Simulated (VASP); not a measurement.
Level of theory: PBEsol GGA, VASP's PBE PAW potentials (set 64) (plane waves; VASP).

The input files of a VASP run:

### POSCAR
```
Hg3ZnTe4
12.8464790
 -0.0005159696   0.4980347728   0.4999999982
  0.4980347728  -0.0005159696   0.4999999982
  0.2487594016   0.2487594016   0.0000000000
Zn Te Hg
1 4 3
Direct
  0.0009600353   0.0009600353   0.9980799293
  0.1148764025   0.1148764025   0.2702471951
  0.1197043676   0.6415079021   0.2387877302
  0.6415079021   0.1197043676   0.2387877302
  0.6253475732   0.6253475732   0.2493048535
  0.0033158314   0.4964315909   0.0002525778
  0.4964315909   0.0033158314   0.0002525778
  0.4978562969   0.4978562969   0.0042874062
```

### INCAR
```
SYSTEM = Hg3ZnTe4
PREC = Accurate
ENCUT = 400
EDIFF = 1E-7
NELM = 100
ALGO = Normal
LREAL = .FALSE.
LASPH = .TRUE.
ISMEAR = -5
GGA = PS
LMAXMIX = 6
LWAVE = .FALSE.
LCHARG = .TRUE.
LORBIT = 11
NEDOS = 601
ISIF = 2
LEFG = .TRUE.
```

KPOINTS:
```
Automatic mesh
0
Gamma
4 4 7
0 0 0
```

POTCAR, in this order: Zn Te Hg (PBE.64 set). Program: vasp_std.

The resulting files:

File OSZICAR:
```
       N       E                     dE             d eps       ncg     rms          rms(c)
DAV:   1     0.453308603523E+03    0.45331E+03   -0.27149E+04  3182   0.125E+03
DAV:   2     0.155616384895E+02   -0.43775E+03   -0.42665E+03  3461   0.317E+02
DAV:   3    -0.191182526228E+02   -0.34680E+02   -0.34440E+02  3792   0.945E+01
DAV:   4    -0.198387304591E+02   -0.72048E+00   -0.71937E+00  3663   0.134E+01
DAV:   5    -0.198534694239E+02   -0.14739E-01   -0.14737E-01  3842   0.182E+00    0.141E+01
DAV:   6    -0.189528848543E+02    0.90058E+00   -0.26682E+00  3945   0.212E+01    0.108E+01
DAV:   7    -0.189454885384E+02    0.73963E-02   -0.11388E+00  3921   0.755E+00    0.417E+00
DAV:   8    -0.189289355301E+02    0.16553E-01   -0.11635E-01  3958   0.513E+00    0.132E+00
DAV:   9    -0.189296731928E+02   -0.73766E-03   -0.15690E-02  3446   0.103E+00    0.599E-01
DAV:  10    -0.189297677966E+02   -0.94604E-04   -0.15820E-03  3733   0.422E-01    0.122E-01
DAV:  11    -0.189297279475E+02    0.39849E-04   -0.34102E-04  3883   0.190E-01    0.274E-02
DAV:  12    -0.189297450907E+02   -0.17143E-04   -0.11279E-04  3439   0.629E-02    0.389E-02
DAV:  13    -0.189297424472E+02    0.26435E-05   -0.36180E-05  3958   0.612E-02    0.156E-02
DAV:  14    -0.189297434849E+02   -0.10377E-05   -0.82008E-06  3359   0.331E-02    0.106E-02
DAV:  15    -0.189297435679E+02   -0.83033E-07   -0.49501E-07  2804   0.440E-03
   1 F= -.18929744E+02 E0= -.18929744E+02  d E =0.000000E+00
```

File OUTCAR:
```
------------------------ aborting loop because EDIFF is reached ----------------------------------------
  FORCE on cell =-STRESS in cart. coord.  units (eV):
  Direction    XX          YY          ZZ          XY          YZ          ZX
  --------------------------------------------------------------------------------------
  Total       -0.0936764     -0.0936764     -0.1500085      0.0170580     -0.0000000     -0.0000000
  in kB       -0.5708203     -0.5708203     -0.9140822      0.1039434     -0.0000000     -0.0000000
  external PRESSURE =      -0.6852410 kB  Pullay stress =       0.0000000 kB
  volume of cell :      262.93
      direct lattice vectors                 reciprocal lattice vectors
    -0.006628393  6.397993250  6.423239476    -0.078068624  0.078068624  0.077842341
     6.397993250 -0.006628393  6.423239476     0.078068624 -0.078068624  0.077842341
     3.195682429  3.195682429  0.000000000     0.156461104  0.156461104 -0.155684683
 POSITION                                       TOTAL-FORCE (eV/Angst)
 -----------------------------------------------------------------------------------
      3.19568      3.19568      0.01233        -0.000000     -0.000000     -0.005983
      1.59784      1.59784      1.47576         0.000000      0.000000      0.007959
      4.86666      1.52471      4.88945        -0.001546      0.001546     -0.004236
      1.52471      4.86666      4.88945         0.001546     -0.001546     -0.004236
      4.79352      4.79352      8.03351        -0.000000     -0.000000     -0.005604
      3.17695      0.01873      3.21000         0.004475     -0.004475      0.000493
      0.01873      3.17695      3.21000        -0.004475      0.004475      0.000493
      3.19568      3.19568      6.39570         0.000000      0.000000      0.011114
 -----------------------------------------------------------------------------------
    total drift:                                0.000004      0.000004     -0.000325
  FREE ENERGIE OF THE ION-ELECTRON SYSTEM (eV)
  ---------------------------------------------------
  free  energy   TOTEN  =       -18.9297435679 eV

  energy  without entropy=      -18.9297435679  energy(sigma->0) =      -18.92974357

 total charge

# of ion       s       p       d       tot
------------------------------------------
    1        0.558   0.398   9.756  10.712
    2        1.361   1.988   0.027   3.376
    3        1.365   1.982   0.031   3.378
    4        1.365   1.982   0.031   3.378
    5        1.370   1.974   0.034   3.379
    6        0.746   0.410   9.351  10.507
    7        0.746   0.410   9.351  10.507
    8        0.749   0.427   9.349  10.526
--------------------------------------------------
tot          8.261   9.573  37.930  55.763
```
(Selected blocks of OUTCAR.)

The structure was generated: Hg3ZnTe4 was put into an ordered model structure (Amm2), which need not be its known phase. It was relaxed first.
